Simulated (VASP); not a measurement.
Data:

```xyz
9
Lattice="3.7570 0.0000 0.0000 -1.8785 3.2536 0.0000 0.0000 0.0000 24.0716" Properties=species:S:1:pos:R:3 pbc="T T T"
Si     1.8785     1.0845     8.2393
Si     0.0000     2.1691    11.2112
Si     0.0000     0.0000     9.7332
Si     0.0000     0.0000    14.3384
Si     1.8785     1.0845    12.8604
Si     0.0000     2.1691    15.8323
Co     0.0000     2.1691     8.9173
Co     0.0000     0.0000    12.0358
Co     1.8785     1.0845    15.1543
```

All values below come from PBEsol GGA, VASP's PBE PAW potentials (set 64) (plane waves; VASP). Numerical set-up: PREC = Normal, 400 eV cut-off, 9×9×1 Γ-centred mesh, first-order Methfessel-Paxton smearing of 0.10 eV, potentials Si Co.

Task: What does the run give for the energy per atom (σ→0), band gap (on the k-mesh) with the smallest direct gap where there is one?

Result: 
* **band gap (on the k-mesh)**: none (metal, semimetal or under 0.01 eV)
* **energy per atom (σ→0)**: -6.692 eV/atom

Only differences to runs with the same potentials and settings are physical.

The cell is a thin slab with vacuum, built from CoSi2 (fluorite): (111) face. The run is not spin-polarised, so no magnetic state was tried.
